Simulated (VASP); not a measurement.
The input files of a VASP run:

File POSCAR:
```
Mg2Ge
1
    0.0000000000     3.1950000000     3.1950000000
    3.1950000000     0.0000000000     3.1950000000
    3.1950000000     3.1950000000     0.0000000000
Mg Ge
2 1
Direct
  0.2500000000   0.2500000000   0.2500000000
  0.7500000000   0.7500000000   0.7500000000
  0.0000000000   0.0000000000   0.0000000000
```

**INCAR**
```
SYSTEM = Mg2Ge
PREC = Accurate; ENCUT = 300; LREAL = .FALSE.
LASPH = .TRUE.
EDIFF = 1E-6; NELM = 100; ALGO = Normal
LMAXMIX = 4
ISMEAR = -1; SIGMA = 0.02
ISIF = 2
LWAVE = .FALSE.; LCHARG = .FALSE.
```

File KPOINTS:
```
Automatic
0
G
  7 7 7
```

POTCAR, in this order: Mg Ge_d (LDA.64 set). Program: vasp_std.

Q: Write an equivalent input for Quantum ESPRESSO's pw.x.

A: One equivalent input (not run):
```
&CONTROL
  calculation = 'scf'
  pseudo_dir = './pseudo'
  outdir = './out'
  tprnfor = .true.
  tstress = .true.
/
&SYSTEM
  ibrav = 0
  nat = 3
  ntyp = 2
  ecutwfc = 84
  occupations = 'smearing'
  smearing = 'fermi-dirac'
  degauss = 0.00147
  input_dft = 'pz'
/
&ELECTRONS
  conv_thr = 7.3e-08
  electron_maxstep = 100
/
ATOMIC_SPECIES
  Mg 24.305 Mg.upf
  Ge 72.630 Ge.upf
CELL_PARAMETERS angstrom
     0.0000000    3.1950000    3.1950000
     3.1950000    0.0000000    3.1950000
     3.1950000    3.1950000    0.0000000
ATOMIC_POSITIONS crystal
  Mg   0.2500000  0.2500000  0.2500000
  Mg   0.7500000  0.7500000  0.7500000
  Ge   0.0000000  0.0000000  0.0000000
K_POINTS automatic
  7 7 7 0 0 0
```
Limits of the translation: the potentials are each code's own (VASP's PAW set, PseudoDojo norm-conserving files in pw.x), so ENCUT and ecutwfc are chosen apart and not converted; conv_thr bounds pw.x's estimated SCF error, while EDIFF bounds the energy change between steps.

The structure is a typed Mg2Ge crystal (Fm-3m). The cell was not relaxed at this level. The run is one of a series of settings (GGA removed, POTCAR Mg Ge_d (LDA.64 set) against the base run), some of them coarse on purpose.
